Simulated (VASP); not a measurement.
Here is the system:

```xyz
4
Lattice="3.8187 0.0000 0.0000 0.0000 3.8187 0.0000 0.0000 0.0000 4.8390" Properties=species:S:1:pos:R:3 pbc="T T T"
Sn     1.9094     0.0000     3.6885
Sn     0.0000     1.9094     1.1505
O      1.9094     1.9094     0.0000
O      0.0000     0.0000     0.0000
```

Level of theory: optB88-vdW, VASP's PBE PAW potentials (set 64) (plane waves; VASP). Numerical set-up: 520 eV cut-off, 6×6×5 Γ-centred mesh, Gaussian smearing of 0.050 eV, potentials Sn_d O.

The ions and cell shape at fixed volume are relaxed. Give the cell that the relaxation ends in.

```xyz
4
Lattice="3.8441 0.0000 0.0000 0.0000 3.8441 0.0000 0.0000 0.0000 4.7752" Properties=species:S:1:pos:R:3 pbc="T T T"
Sn     1.9221     0.0000     3.6148
Sn     0.0000     1.9221     1.1604
O      1.9221     1.9221     0.0000
O      0.0000     3.8441     0.0000
```
Space group P4/nmm (129), at a tolerance of 0.03 Å.

How much energy does the relaxation gain?

The energy (σ→0) changes by -3.0 meV/atom, in 5 ionic steps.

The compound is SnO in the litharge structure. This cell is one point of a volume scan, at 0.97 of the reference volume. Symmetry was kept, so distortions that lower it aren't found.
